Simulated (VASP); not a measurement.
Here is a VASP 6.6.1 calculation.

The input INCAR:

```
SYSTEM = BaMgTiO3
PREC = Accurate
ENCUT = 520
EDIFF = 1E-7
ISMEAR = -1
SIGMA = 0.05
LREAL = .FALSE.
LASPH = .TRUE.
NELM = 100
ALGO = Normal
ISIF = 2
LWAVE = .FALSE.
LCHARG = .TRUE.
GGA = PE
LELF = .TRUE.
LVHAR = .TRUE.
NBANDS = 30
```

File KPOINTS:

```
Automatic mesh
0
G
  6 6 6
  0 0 0
```

POSCAR

```
BaMgTiO3
1.0
    4.2445705032     -3.1222515491      0.0000000000
    4.2445705032      3.1222515491      0.0000000000
   -1.7581766204      0.0000000000      4.3904501942
Ba Ti Mg O
1 1 1 3
Direct
    0.9569360000      0.9637520000      0.0268510000
    0.4169190000      0.4081960000      0.5812190000
    0.6615850000      0.6458260000      0.3221590000
    0.6296060000      0.6142470000      0.8770650000
    0.5770490000      0.0535740000      0.4941800000
    0.0531800000      0.5718970000      0.4945510000
```

Potentials or basis: VASP PAW PBE potentials, release 64 (Ba_sv, Ti_sv, Mg, O).

The run is started by

```console
$ cat potpaw_PBE.64/Ba_sv/POTCAR potpaw_PBE.64/Ti_sv/POTCAR potpaw_PBE.64/Mg/POTCAR potpaw_PBE.64/O/POTCAR > POTCAR
$ mpirun -np 1 vasp_std > vasp.out
```

(1) Predict the pressure.

(2) Estimate the largest force.

Answers

(1) 1.5 GPa.

(2) 1.238 eV/Å.
